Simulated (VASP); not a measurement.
Given:

```yaml
crystal:
  lattice:
    - [4.03799, 0.00000, 0.00000]
    - [0.00000, 4.03799, 0.00000]
    - [0.00000, 0.00000, 4.03799]
  atoms:
    - { symbol: Sc, position: [0.00000, 0.00000, 0.00000] }
    - { symbol: Al, position: [0.00000, 0.50000, 0.50000] }
    - { symbol: Al, position: [0.50000, 0.00000, 0.50000] }
    - { symbol: Al, position: [0.50000, 0.50000, 0.00000] }
```

Level of theory: r2SCAN+rVV10, VASP's PBE PAW potentials (set 64) (plane waves; VASP 6.6.1). Run with 520 eV cut-off, 8×8×8 Γ-centred mesh, first-order Methfessel-Paxton smearing of 0.10 eV, potentials Sc_sv Al.

Problem. Estimate the energy per atom (σ→0), pressure, band gap (on the k-mesh) with the smallest direct gap where there is one.

Solution. 
| Property | Value |
|---|---|
| band gap (on the k-mesh) | none (metal, semimetal or under 0.01 eV) |
| energy per atom (σ→0) | -8259 meV/atom |
| pressure | 3.13 GPa |

The absolute energy has meaning only against runs of the same code, potentials and settings.

The compound is Al3Sc in the L1_2 structure. This cell is one point of a volume scan, at 0.97 of the reference volume.
